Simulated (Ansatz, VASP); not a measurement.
# InP: VASP beside Ansatz

Aim: how closely do two programs agree when they are given the same cell, functional and k mesh? The cell is taken from a series of runs on this material, whose earlier steps may have relaxed, scaled, displaced or heated it; both programs get it as it stands.

Main program and level: Ansatz 0.2.0; plane waves, with VASP 6.6.1 beside it; single point at HSE06.

## 1. Starting point

The structure is cubic, space group F-43m (No. 216). The conventional cell has a = 5.879 Å, b = 5.879 Å, c = 5.879 Å, α = 90.00°, β = 90.00°, γ = 90.00°. Nearest to In lie 4 P at 2.55 Å. Nearest to P lie 4 In at 2.55 Å. Farther neighbours are not listed.

## 2. VASP: single point, HSE06

A single point gives forces, pressure and levels at one fixed geometry, so differences don't come from the geometry; what else differs is listed under the comparison.

Lines of VASP's logs that name or quote its potential files are left out, and so is its time.

The run reads the wave functions of an earlier VASP run, which isn't shown here.

File INCAR:

```
SYSTEM = InP
PREC = Accurate
ENCUT = 400
EDIFF = 1E-06
NELM = 100
ISMEAR = -1
SIGMA = 0.02
LREAL = .FALSE.
ALGO = Normal
LHFCALC = .TRUE.
AEXX = 0.25
GGA = PE
HFSCREEN = 0.208
LASPH = .TRUE.
NBANDS = 15
PRECFOCK = Fast
LORBIT = 11
LWAVE = .FALSE.
LCHARG = .FALSE.
KPAR = 8
ISIF = 2
```

File POSCAR:

```
InP
1.0
    0.0000000000      2.9393253590      2.9393253590
    2.9393253590      0.0000000000      2.9393253590
    2.9393253590      2.9393253590      0.0000000000
In P
1 1
Direct
    0.0000000000      0.0000000000      0.0000000000
    0.7500000000      0.7500000000      0.7500000000
```

File KPOINTS:

```
Automatic mesh
0
Gamma
6 6 6
0 0 0
```

The projector-augmented-wave data sets are In_d and P (PBE family, release 64).

The run is started by

```console
mpirun -np 8 vasp_std
```

Numbers of over 12 decimals in the logs are rounded to 6 here.

The program printed:

```text
[banner, memory and clock lines left out]
running    8 mpi-ranks, on    1 nodes
 distrk:  each k-point on    1 cores,    8 groups
 distr:  one band on    1 cores,    1 groups

 POSCAR found type information on POSCAR InP
 POSCAR found :  2 types and       2 ions
|                                                                             |
|           W    W    AA    RRRRR   N    N  II  N    N   GGGG   !!!           |
|           W    W   A  A   R    R  NN   N  II  NN   N  G    G  !!!           |
|           W    W  A    A  R    R  N N  N  II  N N  N  G       !!!           |
|           W WW W  AAAAAA  RRRRR   N  N N  II  N  N N  G  GGG   !            |
|           WW  WW  A    A  R   R   N   NN  II  N   NN  G    G                |
|           W    W  A    A  R    R  N    N  II  N    N   GGGG   !!!           |
|                                                                             |
|     For optimal performance we recommend to set                             |
|       NCORE = 2 up to number-of-cores-per-socket                            |
|     NCORE specifies how many cores store one orbital (NPAR=cpu/NCORE).      |
|     This setting can greatly improve the performance of VASP for DFT.       |
|     The default, NCORE=1 might be grossly inefficient on modern             |
|     multi-core architectures or massively parallel machines. Do your        |
|     Unfortunately you need to use the default for GW and RPA                |
|     calculations (for HF NCORE is supported but not extensively tested      |
|     yet).                                                                   |
|                                                                             |

 LDA part: xc-table for (Slater+PW92), standard interpolation
 found WAVECAR, reading the header
 POSCAR, INCAR and KPOINTS ok, starting setup
 FFT: planning ... GRIDC
 FFT: planning ... GRID_SOFT
 FFT: planning ... GRID
 reading WAVECAR
 the WAVECAR file was read successfully
 initial charge from wavefunction
 entering main loop
       N       E                     dE             d eps       ncg     rms          rms(c)
DAV:   1    -0.997839970475E+01   -0.99784E+01   -0.36047E-01   625   0.826E+00    0.354E+00
DAV:   2    -0.998450209216E+01   -0.61024E-02   -0.35522E-02   643   0.166E+00    0.368E+00
DAV:   3    -0.998410910893E+01    0.39298E-03   -0.14375E-03   688   0.569E-01    0.245E+00
DAV:   4    -0.998394107580E+01    0.16803E-03   -0.20531E-04   736   0.188E-01    0.155E+00
DAV:   5    -0.998389320793E+01    0.47868E-04   -0.40104E-05   643   0.728E-02    0.942E-01
DAV:   6    -0.998387972291E+01    0.13485E-04   -0.10437E-05   643   0.358E-02    0.570E-01
DAV:   7    -0.998387547602E+01    0.42469E-05   -0.21976E-06   550   0.179E-02    0.345E-01
DAV:   8    -0.998387376771E+01    0.17083E-05   -0.63419E-07   345   0.922E-03    0.207E-01
DAV:   9    -0.998387344017E+01    0.32755E-06   -0.38008E-07   324   0.630E-03
   1 F= -.99838734E+01 E0= -.99838734E+01  d E =-.684588E-11
```

OUTCAR, selected parts (step 2):

```text
ion  position               nearest neighbor table
   1  0.000  0.000  0.000-   2 2.55   2 2.55   2 2.55   2 2.55
   2  0.750  0.750  0.750-   1 2.55   1 2.55   1 2.55   1 2.55

  LATTYP: Found a face centered cubic cell.
 ALAT       =     5.8786507180

 Subroutine GETGRP returns: Found 24 space group operations
 (whereof 24 operations were pure point group operations)

The static configuration has the point symmetry T_d .

 Found     16 irreducible k-points:

   k-points           NKPTS =     16   k-points in BZ     NKDIM =    216   number of bands    NBANDS=     15

   dimension x,y,z NGX =    28 NGY =   28 NGZ =   28
   dimension x,y,z NGXF=    56 NGYF=   56 NGZF=   56

   ENCUT  =  400.0 eV  29.40 Ry    5.42 a.u.   6.78  6.78  6.78*2*pi/ulx,y,z

   NELECT =      18.0000    total number of electrons

 k-points in reciprocal lattice and weights: Automatic mesh
   0.00000000  0.00000000  0.00000000       0.005
   0.16666667  0.00000000  0.00000000       0.037
   0.33333333  0.00000000  0.00000000       0.037
   0.50000000  0.00000000  0.00000000       0.019
   0.16666667  0.16666667  0.00000000       0.028
   0.33333333  0.16666667  0.00000000       0.111
   0.50000000  0.16666667  0.00000000       0.111
  -0.33333333  0.16666667  0.00000000       0.111
  -0.16666667  0.16666667  0.00000000       0.056
[...]
-0.33333333  0.33333333  0.16666667       0.111
  -0.33333333  0.50000000  0.16666667       0.056

  exchange ACFDT corr.  =         0.00000000  see jH, gK, PRB 81, 115126

 average (electrostatic) potential at core
       1 -89.5423       2 -79.3069

 E-fermi :   5.0974

 k-point     1 :       0.0000    0.0000    0.0000
  band No.  band energies     occupation
    ...
      5     -11.0381      2.00000
      6      -8.0056      2.00000
      7       4.6711      2.00000
      8       4.6711      2.00000
      9       4.6711      2.00000
     10       6.1149      0.00000
     11       9.5876      0.00000
     12       9.5876      0.00000
     13       9.5876      0.00000
     14      14.2086      0.00000
    ...

 k-point     2 :       0.1667    0.0000    0.0000
  band No.  band energies     occupation
    ...
      5     -11.0377      2.00000
      6      -7.6700      2.00000
      7       2.4062      2.00000
      8       4.3486      2.00000
      9       4.3486      2.00000
     10       7.2154      0.00000
     11       9.9927      0.00000
     12      10.0569      0.00000
     13      10.0569      0.00000
     14      14.2439      0.00000
    ...

 k-point     3 :       0.3333    0.0000    0.0000
  band No.  band energies     occupation
    ...
      5     -11.0320      2.00000
      6      -6.8037      2.00000
      7      -0.2429      2.00000
      8       3.8380      2.00000
      9       3.8380      2.00000
     10       7.0718      0.00000
     11      10.4010      0.00000
     12      10.4010      0.00000
     13      11.8916      0.00000
     14      14.4778      0.00000
    ...

  Total        0.2102974      0.2102974      0.2102974      0.0000000      0.0000000     -0.0000000
  in kB        6.6339389      6.6339389      6.6339389      0.0000000      0.0000000     -0.0000000
  external PRESSURE =       6.6339389 kB  Pullay stress =       0.0000000 kB

  energy-cutoff  :      400.00
  volume of cell :       50.79
      direct lattice vectors                 reciprocal lattice vectors
     0.000000000  2.939325359  2.939325359    -0.170107062  0.170107062  0.170107062
     2.939325359  0.000000000  2.939325359     0.170107062 -0.170107062  0.170107062
     2.939325359  2.939325359  0.000000000     0.170107062  0.170107062 -0.170107062

 POSITION                                       TOTAL-FORCE (eV/Angst)
 -----------------------------------------------------------------------------------
      0.00000      0.00000      0.00000         0.000000     -0.000000     -0.000000
      4.40899      4.40899      4.40899        -0.000000      0.000000      0.000000
 -----------------------------------------------------------------------------------
    total drift:                               -0.000056     -0.000048     -0.000036

  FREE ENERGIE OF THE ION-ELECTRON SYSTEM (eV)
  ---------------------------------------------------
  free  energy   TOTEN  =        -9.9838734402 eV

  energy  without entropy=       -9.9838734402  energy(sigma->0) =       -9.98387344

 total charge
# of ion       s       p       d       tot
------------------------------------------
    1        0.839   0.777   9.915  11.531
    2        1.021   1.514   0.000   2.535
--------------------------------------------------
tot          1.860   2.291   9.915  14.066

[... 3 further parts left out ...]
```

The run ends at a pressure of 0.66 GPa.

## 3. Ansatz: single point, HSE06

Ansatz runs on its PAW soft_1 files.

The same cell, functional, mesh and smearing now go to Ansatz.

File input.yaml:

```yaml
crystal:
  lattice:
    - [0.0, 2.939325359, 2.939325359]
    - [2.939325359, 0.0, 2.939325359]
    - [2.939325359, 2.939325359, 0.0]
  atoms:
    - { symbol: In, position: [0.0, 0.0, 0.0] }
    - { symbol: P, position: [0.75, 0.75, 0.75] }
kpoints:
  mp_grid: { grid: [6, 6, 6] }
scf:
  occupations: { method: fermi_dirac, width: 0.02 }
hamiltonian:
  xc: hse06
  pseudopotentials: { kind: paw, azcp: { folder: soft_1 } }
basis:
  ecutwfc: 600
output:
  forces: true
  stress: true
```

The run is started by

```console
ansatz run input.yaml --threads 8 --pin off --max-ram 18432MiB --backend cpu --events-out ev --progress --plain --runs-dir out
```

The program printed:

```text
Warning: output.stress: scf.convergence.dr2_threshold = 1e-7 eV (the SCF's general default) is looser than the 2e-10 eV advised for a printed stress (1e-10 eV for each atom of the cell: 2). What an SCF threshold leaves in a stress goes as its square root, and in the free energy as the threshold itself, and one threshold admits the most on a small cell: [figures from the program's tests cut] Set scf.convergence.dr2_threshold to 2e-10 eV or tighter. The threshold is an SCF's pass mark: one that does not reach it within its budget of iterations ends unconverged, or closes short of it on a stop that the run arms, and scf.convergence.dr2_threshold's page says what that costs each kind of run
Warning: output.stress: scf.exx.energy_threshold = 1e-6 eV is looser than the 2e-8 eV advised for a stress under a hybrid functional (1e-8 eV for each atom of the cell: 2). Every SCF of the exchange loop can meet its threshold on dr2 while the loop round them stops early: no threshold on dr2 bounds what that leaves in the stress. Set scf.exx.energy_threshold to 2e-8 eV or tighter. The threshold is the loop's pass mark: a loop that does not reach it within its budget of cycles ends unconverged, and scf.exx.energy_threshold's page has the law
Engine: ansatz 0.2.0, aarch64-unknown-linux-gnu
Pseudopotentials: kind: paw
Pseudopotential: In, paw, valence charge 13, recommended cutoff 420 eV (normal), soft_1/In.paw.azcp
Pseudopotential: P, paw, valence charge 5, recommended cutoff 420 eV (normal), soft_1/P.paw.azcp
Functional definition: HSE06
  parameter a = 0.25
  parameter omega = 0.11/bohr
  exchange = pbe_x - a*pbe_x_sr(omega) + a*exact_x_sr(omega)
  correlation = pbe_c
Crystal: 2 atoms, lattice volume = 50.789 Å³
Basis set: ecut = 600 eV, 1687 PW (Γ), exchange–correlation on 72×72×72 points (8 copies of the dense FFT grid, shifted against one another)
Bands: 13, of which v1, the nominal top of the filled ones, is band 9 counted from 1 (8 counted from 0)
Symmetry: 24 space group operations
Space group: F-43m (ITA 216), of the structure as read, at distance tolerance 3.7e-5 Å
k-points: 16 of 216 (time reversal used)
Non-local potential: In, projectors of the file, l = 0: 2, l = 1: 2, l = 2: 2, l = 3: 1
Non-local potential: P, projectors of the file, l = 0: 2, l = 1: 2, l = 2: 1
PAW form: soft (Blöchl's): semilocal exchange-correlation on the pseudo side does not see the compensation charge
PAW frozen core: In, regenerated for the run's functional, and the local potential with it (the file was generated under x = pbe(κ = 0.804, μ = 0.219515), c = pbe(β = 0.066725))
PAW frozen core: P, regenerated for the run's functional, and the local potential with it (the file was generated under x = pbe(κ = 0.804, μ = 0.219515), c = pbe(β = 0.066725))
PAW one-centre angular grid: In, 590 points (default); XC on 64 Gauss nodes
PAW one-centre angular grid: P, 110 points (default); XC on 64 Gauss nodes
Initial density: superposition of atomic densities (chi_scale 0.1, normalization cell, long waves kept (reshape's long-wave potential 0.00 eV rms))
Initial wavefunctions: pseudopotential atomic-orbital guess
Functional: x = pbe(κ = 0.804, μ = 0.219515), c = pbe(β = 0.066725), warm-up for x = pbe(κ = 0.804, μ = 0.219515) + 0.25 (exact − pbe) at short range (hse, ω = 0.207870 Å⁻¹), c = pbe(β = 0.066725); HSE06 as pw.x's `hse` composes it (authors' and Libxc's form: `xc: wpbeh`)
SCF iter   1: F=—  HF=-6354.233301 eV  |F-HF|=—  |Δ(HF+E_count)|=         —  Δρ=3.45e-2  dr2=8.56e-1  ethr=1.00e-1  ⟨swp⟩=5.2  Hψ=652  notcnv=0
preconditioner: auto → none  [insulator: Δε(μ)=0.943 eV  Ē_g=14.519 eV  σ=0.020 eV  W_gap=1.00  n_scr=14 (ndim 8)  ℏωp=22.1 eV  f_vac=0.000  D(μ)=0.00/eV (n_scr^D=0)]
SCF iter   2: F=—  HF=-6354.052676 eV  |F-HF|=—  |Δ(HF+E_count)|=   1.81e-1  Δρ=1.61e-2  dr2=8.72e-2  ethr=4.76e-3  ⟨swp⟩=3.9  Hψ=559  notcnv=0  defer=2
SCF iter   3: F=—  HF=-6354.046544 eV  |F-HF|=—  |Δ(HF+E_count)|=   6.13e-3  Δρ=6.07e-3  dr2=1.31e-2  ethr=4.84e-4  ⟨swp⟩=3.4  Hψ=480  notcnv=0  defer=1
iter 4 solved again at ethr=2.30e-6 eV; its pass at ethr=7.29e-5 eV (dr2=4.14e-4 eV) is discarded
SCF iter   4: F=—  HF=-6354.047963 eV  |F-HF|=—  |Δ(HF+E_count)|=   1.42e-3  Δρ=1.19e-3  dr2=3.91e-4  ethr=2.30e-6  ⟨swp⟩=4.4  Hψ=1074  notcnv=0  defer=1
SCF iter   5: F=-6354.047886 eV  HF=-6354.047884 eV  |F-HF|=2.82e-6  |Δ(HF+E_count)|=   7.98e-5  Δρ=3.27e-4  dr2=2.83e-5  ethr=2.17e-6  ⟨swp⟩=3.1  Hψ=446  notcnv=0  defer=1
SCF 1 stopped early in 5 iterations: F = -6354.047886 eV  dr2 = 2.83e-5
  greatest PAW one-centre occupation: 0.981 electrons in one spin orbital (limit 2), on the In atom at site 0 (counted from 0), in its partial waves of l = 2
Initial density: handed on by an earlier stage of this run
Initial wavefunctions: those handed on with the density
Functional: x = pbe(κ = 0.804, μ = 0.219515) + 0.25 (exact − pbe) at short range (hse, ω = 0.207870 Å⁻¹), c = pbe(β = 0.066725); HSE06 as pw.x's `hse` composes it (authors' and Libxc's form: `xc: wpbeh`)
Exchange kernel: α = 0.2500, screened, ω = 0.2079 Å⁻¹, Wigner–Seitz truncation, v(0) = 1046.7655 eV·Å³, q-mesh 6×6×6, nearest image of the exchange supercell L = 24.94 Å, pair-density grid 18×18×18, without the augmentation charges, whose exchange is taken in its separable form by FFT convolution over the k-point mesh (sized by the pseudopotential files, 30×30×30 at the most), smooth part of the exact exchange by density-matrix convolution
Frozen-core exchange: fock
SCF iter   1: F=—  HF=-6358.569848 eV  |F-HF|=—  |Δ(HF+E_count)|=         —  Δρ=4.87e-3  dr2=7.51e-3  ethr=1.57e-6  ⟨swp⟩=8.6  Hψ=1161  notcnv=0
preconditioner: auto → none  [insulator: Δε(μ)=1.377 eV  Ē_g=16.766 eV  σ=0.020 eV  W_gap=1.00  n_scr=14 (ndim 8)  ℏωp=22.1 eV  f_vac=0.014  D(μ)=0.00/eV (n_scr^D=0)]
SCF iter   2: F=—  HF=-6358.567674 eV  |F-HF|=—  |Δ(HF+E_count)|=   2.17e-3  Δρ=1.23e-3  dr2=1.30e-3  ethr=1.57e-6  ⟨swp⟩=4.0  Hψ=737  notcnv=0
SCF iter   3: F=—  HF=-6358.573021 eV  |F-HF|=—  |Δ(HF+E_count)|=   5.35e-3  Δρ=6.43e-4  dr2=1.70e-4  ethr=1.57e-6  ⟨swp⟩=4.2  Hψ=743  notcnv=0  defer=1
SCF iter   4: F=—  HF=-6358.572980 eV  |F-HF|=—  |Δ(HF+E_count)|=   4.07e-5  Δρ=5.53e-5  dr2=1.06e-5  ethr=8.02e-7  ⟨swp⟩=2.1  Hψ=355  notcnv=0
SCF iter   5: F=-6358.573062 eV  HF=-6358.573063 eV  |F-HF|=7.19e-7  |Δ(HF+E_count)|=   8.32e-5  Δρ=7.39e-5  dr2=1.76e-6  ethr=3.44e-9  ⟨swp⟩=5.1  Hψ=846  notcnv=0  defer=1
SCF 2 stopped early in 5 iterations: F = -6358.573062 eV  dr2 = 1.76e-6
  greatest PAW one-centre occupation: 0.983 electrons in one spin orbital (limit 2), on the In atom at site 0 (counted from 0), in its partial waves of l = 2
hybrid outer 1: dexx = +6.005e-3 eV, tail = 1.07e-5 eV
Exchange kernel: α = 0.2500, screened, ω = 0.2079 Å⁻¹, Wigner–Seitz truncation, v(0) = 1046.7655 eV·Å³, q-mesh 6×6×6, nearest image of the exchange supercell L = 24.94 Å, pair-density grid 18×18×18, without the augmentation charges, whose exchange is taken in its separable form by FFT convolution over the k-point mesh (sized by the pseudopotential files, 30×30×30 at the most), smooth part of the exact exchange by density-matrix convolution
Frozen-core exchange: fock
SCF iter   1: F=—  HF=-6358.572888 eV  |F-HF|=—  |Δ(HF+E_count)|=         —  Δρ=4.11e-5  dr2=5.95e-7  ethr=2.96e-7  ⟨swp⟩=3.9  Hψ=454  notcnv=0
preconditioner: auto → none  [insulator: Δε(μ)=1.443 eV  Ē_g=16.733 eV  σ=0.020 eV  W_gap=1.00  n_scr=14 (ndim 8)  ℏωp=22.1 eV  f_vac=0.016  D(μ)=0.00/eV (n_scr^D=0)]
SCF iter   2: F=—  HF=-6358.572888 eV  |F-HF|=—  |Δ(HF+E_count)|=   2.60e-8  Δρ=6.11e-6  dr2=3.10e-8  ethr=2.79e-9  ⟨swp⟩=4.0  Hψ=605  notcnv=0
SCF iter   3: F=—  HF=-6358.572888 eV  |F-HF|=—  |Δ(HF+E_count)|=   2.02e-7  Δρ=6.58e-6  dr2=1.51e-8  ethr=4.53e-11  ⟨swp⟩=4.8  Hψ=744  notcnv=0  defer=1
SCF iter   4: F=-6358.572888 eV  HF=-6358.572888 eV  |F-HF|=1.69e-10  |Δ(HF+E_count)|=   7.43e-9  Δρ=1.47e-6  dr2=1.23e-9  ethr=4.53e-11  ⟨swp⟩=3.0  Hψ=481  notcnv=0
SCF 3 converged in 4 iterations: F = -6358.572888 eV  dr2 = 1.23e-9
  Residual-converged pass: ⟨swp⟩=3.1  Hψ=415  notcnv=0  max |occ|·‖R‖ = 2.1e-6 eV (tolerance 2.4e-6 eV)  dr2=1.21e-9  dr2_onsite=1.38e-10  max |Δocc| = 2.5e-24
hybrid outer 2: dexx = +1.994e-7 eV, tail = 3.86e-9 eV, Δε = 1.29e-3 eV (about 3.72e-5 eV left of the loop's levels)
hybrid SCF converged: 2 outer / 9 inner (+5 warm-up), last move |dexx| = 1.99e-7 eV, tail = 3.86e-9 eV
Stability not checked: this state was not tested for a lower state beside it, because the functional holds exact exchange (a hybrid, or Hartree-Fock), whose exchange loop this test does not read (fock_operator; see scf.lower_state_search)
Free energy (F): -6358.572888 eV
Frozen-core exchange: fock
Harris-Foulkes:  -6358.572888 eV  (|F-HF|=1.69e-10)
Internal energy: -6358.572888 eV  (E = F + TS)
E sigma→0 (E₀):  -6358.572888 eV
Fermi energy:    7.233373 eV
--- Per-component energies (eV) ---
  E_band       = -81.501046
  E_kinetic    = 287.763626
  E_local      = -1336.176480  (includes V_loc(G=0)·N_el)
  E_nonlocal   = 357.837665
  E_hartree    = 537.690812
  E_xc         = -172.804111
  E_vxc        = -120.691146  (∫ρ·V_xc dr)
  E_exx        = -40.472706  (= α·E_x^exact, valence–valence)
  E_paw        = -4775.804107  (= ΣΔE_a)
  E_vpaw       = -264.669946  (= ΣTr[D̂ρ^β])
  E_aug_tail   = -0.000069  (compensation charges beyond the density's cutoff)
  E_ewald      = -1217.043095
  E_core_change = 0.435575  (= ΣΔE_core)
  E_smearing   = -0.000000  (= −TS)
  E_closure    = 0.000000  (closes the sum)
  Σ components = -6358.572888   (vs F -6358.572888, Δ=0.00e0)
--- Forces (eV/Å), atoms counted from 1 ---
  atom   1  In    -0.00000000     0.00000000    -0.00000000
  atom   2  P      0.00000000    -0.00000000    -0.00000000
  max |Σ_I F_I| component: 5.55e-17 eV/Å
--- Stress (GPa, compression-positive) ---
        0.857720       0.000000      -0.000000
        0.000000       0.857720       0.000000
       -0.000000       0.000000       0.857720
  P = ⅓ Tr σ = 0.8577 GPa (8.577 kbar)
--- Band table (eV; the first three rows and the last of 16) ---
  k-point 0: bands = ["-9.4086", "-9.4086", "-9.4086", "-9.2482", "-9.2482", "-6.1713", "6.5008", "6.5008", "6.5008", "7.9440"]
  k-point 1: bands = ["-9.4374", "-9.3963", "-9.3963", "-9.2479", "-9.2479", "-5.8362", "4.2362", "6.1782", "6.1782", "9.0440"]
  k-point 2: bands = ["-9.4918", "-9.3763", "-9.3763", "-9.2424", "-9.2424", "-4.9706", "1.5871", "5.6674", "5.6674", "8.9009"]
  k-point 15: bands = ["-9.5611", "-9.3364", "-9.3121", "-9.2769", "-9.2282", "-3.5700", "0.4344", "3.4719", "3.5254", "10.4804"]
  guard bands above this table: 3 of the run's 13 bands. The solve was not asked for them (output.publish_guard_bands: true or output.eigenvalues: true publishes all)
```

Reading the cycles: dr2 is the Hartree energy of the density residual (eV), the measure of convergence; HF is the Harris–Foulkes estimate of the energy, which meets the free energy F at convergence.

The run ends at a pressure of 0.86 GPa.

## 4. Comparison

Known differences besides the potentials themselves: exact exchange at q = 0 is treated differently, which shows on coarse meshes; VASP keeps PBE cores, Ansatz makes them for the functional; the cutoff is 600 eV in Ansatz and 400 eV in VASP; VASP takes a coarser grid for exact exchange (PRECFOCK = Fast). Total energies have different zeros and are not compared.

Compared:

```csv
quantity,Ansatz,VASP,difference
pressure (GPa),0.86,0.66,+0.19
gap on the k mesh (eV),1.443,1.444,-0.001
```

A gap on the mesh is an upper bound, since the band edges may lie between its points.

## 5. What came out

| Item | Value |
| --- | --- |
| difference in gap on the k mesh (single point, HSE06) | -5.9e-4 eV |

What this shows: The difference in gap on the k mesh is -5.9e-4 eV (single point, HSE06), within the 0.08 eV picked in this series as the mark of a large difference. How closely two codes agree says nothing of how well the functional describes the real material.

[Lines on the potential files, build, host, timing and source positions are cut from VASP's logs without a mark.]

[Logs are printed without paths, hosts, clocks, repeated set-up lines and the standing remarks that a program may print on its own settings, such as how far it seeks lower states.]

[Hosts, paths, dates, database ids (printed as entryN), source tags and the programs' standing remarks are cut or masked in the printed files.]
